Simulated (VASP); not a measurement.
Input:

```
CELL_PARAMETERS angstrom
      1.90394    -5.03124     0.00000
      1.90394     5.03124     0.00000
      0.00000     0.00000     3.75214
ATOMIC_POSITIONS crystal
  P  0.56400 0.43600 0.25000
  P  0.43600 0.56400 0.75000
  Cu 0.85475 0.14525 0.25000
  Cu 0.14525 0.85475 0.75000
```

These are PBE GGA + U (Dudarev), VASP's PBE PAW potentials (set 64) (plane waves; VASP) values and carry that method's errors. Numerical set-up: 400 eV cut-off, 6×6×5 Γ-centred mesh, Gaussian smearing of 0.050 eV, potentials P Cu, U − J: Cu 2.00 eV.

Task: What does the run give for the energy per atom (σ→0), pressure, largest force, band gap (on the k-mesh) with the smallest direct gap where there is one?

Result: 
```
Quantity                                                     Value
------------------------  ----------------------------------------
band gap (on the k-mesh)  none (metal, semimetal or under 0.01 eV)
energy per atom (σ→0)                       -352.2 kJ/mol of atoms
pressure                                                -93.8 kbar
largest force                                           1.089 eV/Å
```

Only differences to runs with the same potentials and settings are physical.

The structure was generated: CuP was put into the CrB type (Cmcm), which need not be its known phase. The cell was not relaxed at this level. The k-mesh is coarse (spacing up to 0.33 per Å, 2π included), so the numbers may not be converged in it. The run is one of a series of settings (LDAU = .TRUE., LDAUJ = 0 0, LDAUL = -1 2, LDAUTYPE = 2, LDAUU = 0 2.0 against the base run), some of them coarse on purpose.
